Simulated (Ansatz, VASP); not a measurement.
# TaSnO3: VASP beside Ansatz

One calculation is typed for both programs; each brings its own data sets. How far apart do they land? Of the first pair: The two relaxations start from unlike cells of this crystal (the structure described is Ansatz's start), so only their ends are compared.

Program: Ansatz 0.2.0. Level of theory: plane waves, with VASP 6.6.1 beside it; relaxation of cell and atoms at PBEsol. Results are calculated unless marked as measured.

**1. Starting point**

The structure is cubic, space group Pm-3m (No. 221). The conventional cell has a = 3.880 Å, b = 3.880 Å, c = 3.880 Å, α = 90.00°, β = 90.00°, γ = 90.00°. Nearest to Ta lie 6 O at 1.94 Å. Nearest to Sn lie 12 O at 2.74 Å. O has 2 Ta at 1.94 Å nearest. Farther neighbours and most contacts between anions are not listed.

**2. Ansatz: relaxation of cell and atoms, PBEsol, pair 1**

Ansatz runs on its PAW soft_1 files.

The relaxed volume is the usual yardstick between codes: in a stiff, nearly cubic crystal its relative difference is about their pressure difference at one cell divided by the bulk modulus.

The input, input.yaml:

```yaml
crystal:
  lattice:
    - [3.88, 0.0, 0.0]
    - [0.0, 3.88, 0.0]
    - [0.0, 0.0, 3.88]
  atoms:
    - { symbol: Ta, position: [0.5, 0.5, 0.5] }
    - { symbol: Sn, position: [0.0, 0.0, 0.0] }
    - { symbol: O, position: [0.0, 0.5, 0.5] }
    - { symbol: O, position: [0.5, 0.0, 0.5] }
    - { symbol: O, position: [0.5, 0.5, 0.0] }
kpoints:
  mp_grid: { grid: [6, 6, 6] }
hamiltonian:
  xc: pbesol
  pseudopotentials: { kind: paw, azcp: { folder: soft_1 }, xc_functional: pbe }
scf:
  occupations: { method: gaussian, width: 0.1 }
output:
  forces: true
  stress: true
  eigenvalues: true
relax:
  adjacent_minimum: "off"
  f_tol: 0.05
  max_steps: 80
  cell: { stress_tol: 0.5 }
```

Launch:

```sh
ansatz run input.yaml --threads 4 --pin off --max-ram 10240MiB --backend cpu --events-out ev --progress --plain --runs-dir out
```

Numbers of over 12 decimals in the logs are rounded to 6 here.

What it wrote:

```text
The last accepted step is kept in <dir> (removed where the run ends without a failure and the disk answers)
Engine: ansatz 0.2.0, aarch64-unknown-linux-gnu
Pseudopotentials: kind: paw
Pseudopotential: Ta, paw, valence charge 13, recommended cutoff 420 eV (normal), soft_1/Ta.paw.azcp
Pseudopotential: Sn, paw, valence charge 14, recommended cutoff 420 eV (normal), soft_1/Sn.paw.azcp
Pseudopotential: O, paw, valence charge 6, recommended cutoff 420 eV (normal), soft_1/O.paw.azcp
Functional definition: PBEsol
  exchange = pbesol_x
  correlation = pbesol_c
Crystal: 5 atoms, lattice volume = 58.411 Å³
Basis set: ecut = 420 eV, 1189 PW (Γ), exchange–correlation on 54×54×54 points (8 copies of the dense FFT grid, shifted against one another)
Bands: 28, of which v1, the nominal top of the filled ones, is band 23 counted from 1 (22 counted from 0)
Symmetry: 48 space group operations
Space group: Pm-3m (ITA 221), of the structure as read, at distance tolerance 3.9e-5 Å
k-points: 20 of 216
Non-local potential: Ta, projectors of the file, l = 0: 3, l = 1: 2, l = 2: 2, l = 3: 1
Non-local potential: Sn, projectors of the file, l = 0: 2, l = 1: 2, l = 2: 2, l = 3: 1
Non-local potential: O, projectors of the file, l = 0: 2, l = 1: 2, l = 2: 1
PAW form: soft (Blöchl's): semilocal exchange-correlation on the pseudo side does not see the compensation charge
PAW frozen core: Ta, regenerated for the run's functional, and the local potential with it (the file was generated under x = pbe(κ = 0.804, μ = 0.219515), c = pbe(β = 0.066725))
PAW frozen core: Sn, regenerated for the run's functional, and the local potential with it (the file was generated under x = pbe(κ = 0.804, μ = 0.219515), c = pbe(β = 0.066725))
PAW frozen core: O, regenerated for the run's functional, and the local potential with it (the file was generated under x = pbe(κ = 0.804, μ = 0.219515), c = pbe(β = 0.066725))
PAW one-centre angular grid: Ta, 590 points (default); XC on 64 Gauss nodes
PAW one-centre angular grid: Sn, 590 points (default); XC on 64 Gauss nodes
PAW one-centre angular grid: O, 110 points (default); XC on 64 Gauss nodes
Initial density: superposition of atomic densities (chi_scale 0.1, normalization cell, long waves kept (reshape's long-wave potential 0.00 eV rms))
Initial wavefunctions: pseudopotential atomic-orbital guess
Functional: x = pbesol(κ = 0.804, μ = 0.123457), c = pbesol(β = 0.046)
SCF iter   1: F=—  HF=-17442.007136 eV  |F-HF|=—  |Δ(HF+E_count)|=         —  Δρ=5.28e-2  dr2=1.78e0  ethr=3.10e-3  ⟨swp⟩=5.3  Hψ=2345  notcnv=0
preconditioner: auto → Resta (q_TF=auto, 2.612 Å⁻¹)  ε∞=4.6  [insulator: Δε(μ)=0.161 eV  Ē_g=15.503 eV  σ=0.100 eV  W_gap=0.73  n_scr=18 (ndim 8)  ℏωp=29.6 eV  f_vac=0.000  D(μ)=1.17/eV (n_scr^D=6)  ε∞_Penn≈4.6]
SCF iter   2: F=—  HF=-17441.709788 eV  |F-HF|=—  |Δ(HF+E_count)|=   2.97e-1  Δρ=2.82e-2  dr2=4.58e-1  ethr=3.10e-3  ⟨swp⟩=2.0  Hψ=818  notcnv=0  defer=16
preconditioner: auto → Kerker (q_TF=auto, 2.612 Å⁻¹)  [metal: Δε(μ)=0.041 eV  Ē_g=15.426 eV  σ=0.100 eV  W_gap=0.23  n_scr=18 (ndim 8)  ℏωp=29.6 eV  f_vac=0.000  D(μ)=4.00/eV (n_scr^D=32)]
SCF iter   3: F=—  HF=-17441.647438 eV  |F-HF|=—  |Δ(HF+E_count)|=   6.24e-2  Δρ=7.88e-3  dr2=5.42e-2  ethr=1.02e-3  ⟨swp⟩=3.0  Hψ=1112  notcnv=0  defer=15
SCF iter   4: F=—  HF=-17441.639547 eV  |F-HF|=—  |Δ(HF+E_count)|=   7.89e-3  Δρ=2.21e-3  dr2=2.38e-3  ethr=1.20e-4  ⟨swp⟩=1.4  Hψ=724  notcnv=0  defer=14
SCF iter   5: F=—  HF=-17441.639461 eV  |F-HF|=—  |Δ(HF+E_count)|=   8.62e-5  Δρ=7.76e-4  dr2=6.05e-4  ethr=5.29e-6  ⟨swp⟩=2.7  Hψ=891  notcnv=0  defer=14
SCF iter   6: F=—  HF=-17441.639402 eV  |F-HF|=—  |Δ(HF+E_count)|=   5.90e-5  Δρ=1.85e-4  dr2=1.65e-5  ethr=1.34e-6  ⟨swp⟩=2.3  Hψ=914  notcnv=0  defer=14
SCF iter   7: F=—  HF=-17441.640150 eV  |F-HF|=—  |Δ(HF+E_count)|=   7.47e-4  Δρ=6.87e-5  dr2=3.17e-6  ethr=3.66e-8  ⟨swp⟩=3.0  Hψ=1100  notcnv=0  defer=14
SCF iter   8: F=—  HF=-17441.640149 eV  |F-HF|=—  |Δ(HF+E_count)|=   1.57e-7  Δρ=1.53e-5  dr2=1.25e-7  ethr=7.05e-9  ⟨swp⟩=2.3  Hψ=768  notcnv=0  defer=14
SCF iter   9: F=-17441.640149 eV  HF=-17441.640149 eV  |F-HF|=5.85e-9  |Δ(HF+E_count)|=   2.05e-8  Δρ=3.68e-6  dr2=9.75e-9  ethr=2.22e-10  ⟨swp⟩=7.3  Hψ=1943  notcnv=0
SCF 1 converged in 9 iterations: F = -17441.640149 eV  dr2 = 9.75e-9
  greatest PAW one-centre occupation: 0.999 electrons in one spin orbital (limit 2), on the Ta atom at site 0 (counted from 0), in its partial waves of l = 0
relax step   1: F+E_penalty+E_count = -17441.64014937 eV  Δ(F+E_penalty+E_count) = +0.000e0 eV  max|allowed force component| = 4.197e-29 eV/Å  Δτ_max = 0.0000 Å  P = +29.050 GPa  Ω = 58.411 Å³  (9 SCF iters, dr2 threshold 1.00e-7 eV, accepted)
[...]
relax step   5: F+E_penalty+E_count = -17442.19872230 eV  Δ(F+E_penalty+E_count) = -2.862e-2 eV  max|allowed force component| = 2.367e-30 eV/Å  Δτ_max = 0.0000 Å  P = +0.702 GPa  Ω = 64.997 Å³  stress off target by 7.02e-1 GPa  SCF on the basis re-selected at this cell (its energy is not comparable with the rows above)  (6 SCF iters)
[...]
relax step   6: F+E_penalty+E_count = -17442.19873821 eV  Δ(F+E_penalty+E_count) = -1.591e-5 eV  max|allowed force component| = 3.957e-30 eV/Å  Δτ_max = 0.0000 Å  P = +0.027 GPa  Ω = 65.207 Å³  energy of the carried Pulay correction = -4.602e-4 eV  (6 SCF iters, dr2 threshold 5.00e-7 eV, accepted)
[...]
relax step   7: F+E_penalty+E_count = -17442.19894363 eV  Δ(F+E_penalty+E_count) = -2.054e-4 eV  max|allowed force component| = 3.208e-30 eV/Å  Δτ_max = 0.0000 Å  P = +0.030 GPa  Ω = 65.207 Å³  stress off target by 2.96e-2 GPa  SCF on the basis re-selected at this cell (its energy is not comparable with the rows above)  (6 SCF iters)
basis re-selected at this cell: Δ(F+E_penalty+E_count) = -2.054e-4 eV, ΔP = +0.003 GPa vs the last step (what re-selecting the basis moved, of the pressure what is left beyond the Pulay correction that the steps carried, after the strain that the cell walked since its last selection, with what the two solves' SCF thresholds leave and, on support functions, any second-order correction that the steps lacked; it is no m [...]
SCF converged after 6 iterations
Free energy (F): -17442.198944 eV
Harris-Foulkes:  -17442.198944 eV  (|F-HF|=0.00e0)
Internal energy: -17442.175676 eV  (E = F + TS)
E sigma→0 (E₀):  -17442.187310 eV
Entropy (-TS):   -0.023268 eV (-4.654 meV/atom)
Fermi energy:    13.711527 eV
--- Per-component energies (eV) ---
  E_band       = -215.582577
  E_kinetic    = 1059.616607
  E_local      = -2458.871120  (includes V_loc(G=0)·N_el)
  E_nonlocal   = 297.575728
  E_hartree    = 1012.171353
  E_xc         = -654.965797
  E_vxc        = -584.927959  (∫ρ·V_xc dr)
  E_paw        = -12944.992244  (= ΣΔE_a)
  E_vpaw       = -553.321203  (= ΣTr[D̂ρ^β])
  E_aug_tail   = 0.002666  (compensation charges beyond the density's cutoff)
  E_ewald      = -3753.317286
  E_core_change = 0.604416  (= ΣΔE_core)
  E_smearing   = -0.023268  (= −TS)
  E_closure    = 0.000000  (closes the sum)
  Σ components = -17442.198944   (vs F -17442.198944, Δ=0.00e0)
--- Forces (eV/Å), atoms counted from 1 ---
  atom   1  Ta     0.00000000     0.00000000     0.00000000
  atom   2  Sn     0.00000000    -0.00000000     0.00000000
  atom   3  O      0.00000000    -0.00000000     0.00000000
  atom   4  O      0.00000000     0.00000000     0.00000000
  atom   5  O      0.00000000    -0.00000000     0.00000000
  max |Σ_I F_I| component: 6.84e-30 eV/Å
--- Stress (GPa, compression-positive) ---
        0.029589      -0.000000       0.000000
       -0.000000       0.029589      -0.000000
        0.000000      -0.000000       0.029589
  P = ⅓ Tr σ = 0.0296 GPa (0.296 kbar)
--- Band table (eV; the first three rows and the last of 20) ---
  k-point 0: bands = [... 19 lower, 9.3688, 9.3688, 9.3688, 12.9755, 12.9755, 12.9755, 17.1598, 17.1598, ... 1 higher]
  k-point 1: bands = [... 19 lower, 9.0566, 9.3171, 9.3171, 12.9964, 13.6646, 13.6646, 15.8397, 16.9771, ... 1 higher]
  k-point 2: bands = [... 19 lower, 9.3398, 9.3398, 10.0171, 13.0390, 14.0128, 14.8405, 14.8405, 16.7332, ... 1 higher]
  k-point 19: bands = [... 19 lower, 10.0382, 10.0382, 10.0382, 16.1133, 16.1133, 16.1133, 17.2246, 17.2246, ... 1 higher]
--- Relaxed structure (5 steps of the walk, 5 accepted, 2 SCFs on fresh bases) ---
  F+E_penalty+E_count = -17442.19894363 eV   max|allowed force component| = 3.208e-30 eV/Å   (the final SCF, on the basis selected at the relaxed cell)
  cell:  # Å, volume = 65.2073 Å³
    - [4.024996, 0, 0]
    - [0, 4.024996, 0.0]
    - [0, 0.0, 4.024996]
  atoms:
    - { symbol: Ta, position: [0.5, 0.5, 0.5] }
    - { symbol: Sn, position: [0, 0, 0] }
    - { symbol: O, position: [0, 0.5, 0.5] }
    - { symbol: O, position: [0.5, 0, 0.5] }
    - { symbol: O, position: [0.5, 0.5, 0] }
```

**3. VASP: relaxation of cell and atoms, PBEsol, pair 1**

Its own start cell and the same functional, mesh and smearing now go to VASP, with its own data sets.

Lines of VASP's logs that name or quote its potential files are left out, and so is its time.

The input, INCAR:

```
SYSTEM = TaSnO3
PREC = Accurate
ENCUT = 600
EDIFF = 1E-07
NELM = 120
ISMEAR = 0
SIGMA = 0.1
LREAL = .FALSE.
ALGO = Normal
GGA = PS
NBANDS = 27
LASPH = .TRUE.
LORBIT = 11
LWAVE = .FALSE.
LCHARG = .FALSE.
ISIF = 3
IBRION = 2
NSW = 80
EDIFFG = -0.005
GGA_COMPAT = .FALSE.
NELMIN = 4
KPAR = 2
```

The input, POSCAR:

```
TaSnO3
1.0
    4.0288916156      0.0000000000      0.0000000000
    0.0000000000      4.0288916156      0.0000000000
    0.0000000000      0.0000000000      4.0288916156
Ta Sn O
1 1 3
Direct
    0.5000000000      0.5000000000      0.5000000000
    0.0000000000      0.0000000000      0.0000000000
    0.0000000000      0.5000000000      0.5000000000
    0.5000000000      0.0000000000      0.5000000000
    0.5000000000      0.5000000000      0.0000000000
```

The input, KPOINTS:

```
Automatic mesh
0
Gamma
6 6 6
0 0 0
```

PAW data sets: Ta_pv, Sn_d and O (PBE family, release 64).

Launch:

```sh
mpirun -np 2 vasp_std
```

What it wrote:

```text
[banner, memory and clock lines left out]
running    2 mpi-ranks, on    1 nodes
 distrk:  each k-point on    1 cores,    2 groups
 distr:  one band on    1 cores,    1 groups

 POSCAR found type information on POSCAR TaSnO
 POSCAR found :  3 types and       5 ions
|                                                                             |
|               ----> ADVICE to this user running VASP <----                  |
|                                                                             |
|     You enforced a specific xc type in the INCAR file but a different       |
|     [... a line on the potential file left out ...]
|     I HOPE YOU KNOW WHAT YOU ARE DOING!                                     |
|                                                                             |

 LDA part: xc-table for (Slater+PW92), standard interpolation
 POSCAR, INCAR and KPOINTS ok, starting setup
 FFT: planning ... GRIDC
 FFT: planning ... GRID_SOFT
 FFT: planning ... GRID
 WAVECAR not read
 entering main loop
       N       E                     dE             d eps       ncg     rms          rms(c)
DAV:   1     0.520312732067E+03    0.52031E+03   -0.24134E+04  1098   0.229E+03
DAV:   2     0.176833360865E+02   -0.50263E+03   -0.48757E+03  1198   0.628E+02
DAV:   3    -0.458819910673E+02   -0.63565E+02   -0.62248E+02  1240   0.182E+02
DAV:   4    -0.489252759664E+02   -0.30433E+01   -0.29834E+01  1322   0.404E+01
DAV:   5    -0.490004432226E+02   -0.75167E-01   -0.74888E-01  1310   0.670E+00    0.314E+01
DAV:   6    -0.430783590980E+02    0.59221E+01   -0.42303E+01  1339   0.438E+01    0.132E+01
DAV:   7    -0.425477151452E+02    0.53064E+00   -0.39748E+00  1172   0.125E+01    0.971E+00
DAV:   8    -0.424513942507E+02    0.96321E-01   -0.29393E-01  1163   0.470E+00    0.539E-01
DAV:   9    -0.424502342665E+02    0.11600E-02   -0.28732E-02  1387   0.111E+00    0.189E-01
DAV:  10    -0.424501631871E+02    0.71079E-04   -0.30033E-03  1214   0.574E-01    0.121E-01
DAV:  11    -0.424501931463E+02   -0.29959E-04   -0.37245E-04  1198   0.165E-01    0.236E-02
DAV:  12    -0.424501786063E+02    0.14540E-04   -0.10343E-04  1293   0.118E-01    0.152E-02
DAV:  13    -0.424501812050E+02   -0.25987E-05   -0.81548E-06  1266   0.290E-02    0.432E-03
DAV:  14    -0.424501811039E+02    0.10114E-06   -0.97993E-07  1304   0.945E-03    0.205E-03
DAV:  15    -0.424501809644E+02    0.13944E-06   -0.72414E-08   618   0.259E-03    0.273E-04
DAV:  16    -0.424501809885E+02   -0.24066E-07   -0.12245E-08   594   0.106E-03
   1 F= -.42450181E+02 E0= -.42438640E+02  d E =-.424502E+02
 curvature:   0.00 expect dE= 0.000E+00 dE for cont linesearch  0.000E+00
 trial: gam= 0.00000 g(F)=  0.000E+00 g(S)=  0.466E-04 ort = 0.000E+00 (trialstep = 0.100E+01)
 search vector abs. value=  0.466E-04
 bond charge predicted
       N       E                     dE             d eps       ncg     rms          rms(c)
DAV:   1    -0.424506207005E+02   -0.43974E-03   -0.10976E-02  1426   0.115E+00    0.171E-01
DAV:   2    -0.424502317186E+02    0.38898E-03   -0.12033E-03  1095   0.275E-01    0.621E-02
DAV:   3    -0.424501811462E+02    0.50572E-04   -0.11296E-04  1196   0.138E-01    0.291E-02
DAV:   4    -0.424501713491E+02    0.97972E-05   -0.43590E-05  1373   0.695E-02    0.678E-03
DAV:   5    -0.424501708002E+02    0.54889E-06   -0.35809E-06  1123   0.129E-02    0.275E-03
DAV:   6    -0.424501711808E+02   -0.38065E-06   -0.75930E-07  1087   0.844E-03    0.129E-03
DAV:   7    -0.424501712262E+02   -0.45363E-07   -0.16865E-08   552   0.132E-03
   2 F= -.42450171E+02 E0= -.42438633E+02  d E =0.976229E-05
 trial-energy change:    0.000010  1 .order    0.000011   -0.000047    0.000068
 step:   0.4184(harm=  0.4068)  dis= 0.00000  next Energy=   -42.450191 (dE=-0.981E-05)
 bond charge predicted
       N       E                     dE             d eps       ncg     rms          rms(c)
DAV:   1    -0.424503439883E+02   -0.17281E-03   -0.37157E-03  1423   0.671E-01    0.994E-02
DAV:   2    -0.424502129466E+02    0.13104E-03   -0.40461E-04  1095   0.160E-01    0.363E-02
DAV:   3    -0.424501961123E+02    0.16834E-04   -0.37885E-05  1190   0.798E-02    0.168E-02
DAV:   4    -0.424501920363E+02    0.40761E-05   -0.14644E-05  1367   0.403E-02    0.388E-03
DAV:   5    -0.424501915047E+02    0.53162E-06   -0.11699E-06  1105   0.738E-03    0.160E-03
DAV:   6    -0.424501908916E+02    0.61303E-06   -0.27153E-07   916   0.519E-03    0.729E-04
DAV:   7    -0.424501908709E+02    0.20697E-07   -0.13746E-08   546   0.134E-03
   3 F= -.42450191E+02 E0= -.42438651E+02  d E =-.988244E-05
 curvature:  -0.20 expect dE=-0.225E-08 dE for cont linesearch -0.225E-08
 trial: gam= 0.00000 g(F)=  0.478E-67 g(S)=  0.111E-07 ort =-0.717E-06 (trialstep = 0.884E+00)
 search vector abs. value=  0.112E-07
 reached required accuracy - stopping structural energy minimisation
```

OUTCAR, selected parts (step 3):

```text
ion  position               nearest neighbor table
   1  0.500  0.500  0.500-   3 2.01   4 2.01   5 2.01   5 2.01   4 2.01   3 2.01   2 3.49   2 3.49
                             2 3.49   2 3.49   2 3.49   2 3.49   2 3.49   2 3.49
   2  0.000  0.000  0.000-   3 2.85   4 2.85   5 2.85   3 2.85   4 2.85   3 2.85   5 2.85   3 2.85
                             4 2.85   5 2.85   4 2.85   5 2.85   1 3.49   1 3.49   1 3.49   1 3.49
   3  0.000  0.500  0.500-   1 2.01   1 2.01   2 2.85   2 2.85   2 2.85   2 2.85
   4  0.500  0.000  0.500-   1 2.01   1 2.01   2 2.85   2 2.85   2 2.85   2 2.85
   5  0.500  0.500  0.000-   1 2.01   1 2.01   2 2.85   2 2.85   2 2.85   2 2.85

  LATTYP: Found a simple cubic cell.
 ALAT       =     4.0288916156

 Subroutine GETGRP returns: Found 48 space group operations
 (whereof 48 operations were pure point group operations)

The static configuration has the point symmetry O_h .

 Found     20 irreducible k-points:

   k-points           NKPTS =     20   k-points in BZ     NKDIM =     20   number of bands    NBANDS=     27

   dimension x,y,z NGX =    32 NGY =   32 NGZ =   32
   dimension x,y,z NGXF=    64 NGYF=   64 NGZF=   64

   ENCUT  =  600.0 eV  44.10 Ry    6.64 a.u.   8.05  8.05  8.05*2*pi/ulx,y,z

   NELECT =      43.0000    total number of electrons

 k-points in reciprocal lattice and weights: Automatic mesh
   0.00000000  0.00000000  0.00000000       0.005
   0.16666667  0.00000000  0.00000000       0.028
   0.33333333  0.00000000  0.00000000       0.028
   0.50000000  0.00000000  0.00000000       0.014
   0.16666667  0.16666667  0.00000000       0.056
   0.33333333  0.16666667  0.00000000       0.111
   0.50000000  0.16666667  0.00000000       0.056
   0.33333333  0.33333333  0.00000000       0.056
   0.50000000  0.33333333  0.00000000       0.056
[...]
0.50000000  0.50000000  0.33333333       0.028
   0.50000000  0.50000000  0.50000000       0.005

 average (electrostatic) potential at core
       1 -36.6364       2-100.5354       3 -69.2694       4 -69.2694       5 -69.2694

 E-fermi :   7.8379

 k-point     1 :       0.0000    0.0000    0.0000
  band No.  band energies     occupation
    ...
     20       3.5335      2.00000
     21       3.5335      2.00000
     22       7.0953      2.00000
     23       7.0953      2.00000
     24       7.0953      2.00000
     25      11.2872      0.00000
     26      11.2872      0.00000
     27      11.2872      0.00000

 k-point     2 :       0.1667    0.0000    0.0000
  band No.  band energies     occupation
    ...
     20       3.4810      2.00000
     21       3.4810      2.00000
     22       7.1162      2.00000
     23       7.7883      1.51719
     24       7.7883      1.51719
     25       9.9715      0.00000
     26      11.1039      0.00000
     27      11.1039      0.00000

 k-point     3 :       0.3333    0.0000    0.0000
  band No.  band energies     occupation
    ...
     18       2.8635      2.00000
     19       3.5043      2.00000
     20       3.5043      2.00000
     21       4.1655      2.00000
     22       7.1586      2.00000
     23       8.1489      0.00001
     24       8.9679      0.00000
     25       8.9679      0.00000
     26      10.8564      0.00000
     27      10.8564      0.00000

  Total        0.0006180      0.0006180      0.0006180      0.0000000     -0.0000000      0.0000000
  in kB        0.0151471      0.0151471      0.0151471      0.0000000     -0.0000000      0.0000000
  external PRESSURE =       0.0151471 kB  Pullay stress =       0.0000000 kB

  energy-cutoff  :      600.00
  volume of cell :       65.37
      direct lattice vectors                 reciprocal lattice vectors
     4.028239261  0.000000000  0.000000000     0.248247419 -0.000000000  0.000000000
     0.000000000  4.028239261 -0.000000000    -0.000000000  0.248247419  0.000000000
    -0.000000000 -0.000000000  4.028239261    -0.000000000  0.000000000  0.248247419

 POSITION                                       TOTAL-FORCE (eV/Angst)
 -----------------------------------------------------------------------------------
      2.01412      2.01412      2.01412        -0.000000      0.000000      0.000000
      0.00000      0.00000      0.00000         0.000000      0.000000      0.000000
     -0.00000      2.01412      2.01412        -0.000000     -0.000000      0.000000
      2.01412     -0.00000      2.01412         0.000000     -0.000000      0.000000
      2.01412      2.01412      0.00000         0.000000      0.000000      0.000000
 -----------------------------------------------------------------------------------
    total drift:                                0.000000     -0.000000     -0.000000

  FREE ENERGIE OF THE ION-ELECTRON SYSTEM (eV)
  ---------------------------------------------------
  free  energy   TOTEN  =       -42.4501908709 eV

  energy  without entropy=      -42.4271104035  energy(sigma->0) =      -42.43865064

 reached required accuracy - stopping structural energy minimisation

 total charge
# of ion       s       p       d       tot
------------------------------------------
    1        0.324   6.320   2.213   8.856
    2        1.459   0.484   9.988  11.931
    3        1.567   3.447   0.000   5.014
    4        1.567   3.447   0.000   5.014
    5        1.567   3.447   0.000   5.014
--------------------------------------------------
tot          6.485  17.144  12.200  35.829

[... 3 further parts left out ...]
```

The k-mesh is coarse for a metal.

[end of part 1 of 2]

[Lines on the potential files, build, host, timing and source positions are cut from VASP's logs without a mark.]

[Logs are printed without paths, hosts, clocks, repeated set-up lines and the standing remarks that a program may print on its own settings, such as how far it seeks lower states.]

[Hosts, paths, dates, database ids (printed as entryN), source tags and the programs' standing remarks are cut or masked in the printed files.]
